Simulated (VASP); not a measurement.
Ni: single point with LDA

The system is Ni.

```
Ni
1.0
     2.31754    0.00000    0.00000
     0.00000    2.31754    0.00000
     0.00000    0.00000    2.31754
Ni
1
Direct
  0.00000 0.00000 0.00000
```

This isn't the form of Ni at room conditions, which is fcc.

| Item | Value |
| --- | --- |
| Program | VASP 6.6.1 |
| Task | single point |
| Functional | LDA |
| Potentials or basis | VASP PAW LDA potentials, release 64 (Ni) |
| Cutoff | 520 eV |
| k mesh | 16 × 16 × 16 |
| Occupations | fermi-dirac, width 0.1 eV |
| Spin | no spin polarisation |

```yaml
Pressure: -11.6 GPa
Band_gap_on_the_k_mesh: none (metal or under the smearing width)
```

Levels at points of the mesh, in eV from the Fermi level:
```
           k point  band 3  band 4  band 5  band 6  band 7  band 8
(0.00, 0.00, 0.00)   -3.39    0.06    0.06    0.06   19.60   19.60
(0.50, 0.00, 0.00)   -1.02   -1.02   -0.94    0.15    3.89   24.73
(0.50, 0.50, 0.00)   -0.80   -0.80    0.74    5.29    5.29   11.49
(0.50, 0.50, 0.50)   -2.98    0.80    0.80   11.86   11.86   11.86
```

It took 32 s on 1 thread of Intel(R) Xeon(R) Platinum 8175M CPU @ 2.50GHz (Skylake/Cascade Lake), with other jobs on the host, peak memory 0.13 GiB.

Caveat: the run has no spin polarisation, though such a crystal can be magnetic. Spin polarisation is off, so any magnetic state and its effect on volume and gap are missing.
